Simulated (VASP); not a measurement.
SiC:

```
Si C
1.0
     3.07600    0.00000    0.00000
    -1.53800    2.66389    0.00000
     0.00000    0.00000    5.04800
Si C
2 2
Direct
  0.33333 0.66667 0.00000
  0.66667 0.33333 0.50000
  0.33333 0.66667 0.38500
  0.66667 0.33333 0.88500
```

| Property | Result |
| --- | --- |
| Program | VASP 6.6.1 |
| Task | relaxation of cell and atoms |
| Functional | PBE |
| Potentials or basis | VASP PAW PBE potentials, release 64 (Si, C) |
| Cutoff | 520 eV |
| k mesh | 9 × 9 × 4 |
| Occupations | gaussian, width 0.02 eV |
| Spin | no spin polarisation |

At the start: pressure 3.6 GPa; volume 10.34 Å³/atom.

Q: How do energy, volume and symmetry change on relaxing?

A: Over 7 steps the energy falls by 10.7 meV/atom and the volume is 10.50 Å³/atom (+1.5 %); space group P6_3mc (No. 186, to 0.05 Å).

The path:
| step | energy change (eV) | largest force (eV/Å) | pressure (GPa) | volume (Å³) |
| --- | --- | --- | --- | --- |
| 1 | 0.0000 | 0.7512 | 3.64 | 41.36 |
| 2 | -0.0029 | 0.6246 | -3.55 | 42.78 |
| 3 | -0.0396 | 0.0845 | -0.45 | 42.09 |
| 4 | -0.0426 | 0.0252 | 0.05 | 41.99 |
| 5 | -0.0426 | 0.0123 | -0.01 | 42.00 |
| 6 | -0.0426 | 0.0113 | 0.01 | 42.00 |
| 7 | -0.0426 | 0.0003 | 0.00 | 42.00 |

Final structure:
```xyz
4
Lattice="3.0918 0.0000 0.0000 -1.5459 2.6775 0.0000 0.0000 0.0000 5.0739" Properties=species:S:1:pos:R:3 pbc="T T T"
Si    0.0000    1.7850    0.0232
Si    1.5459    0.8925    2.5601
C     0.0000    1.7850    1.9302
C     1.5459    0.8925    4.4672
```
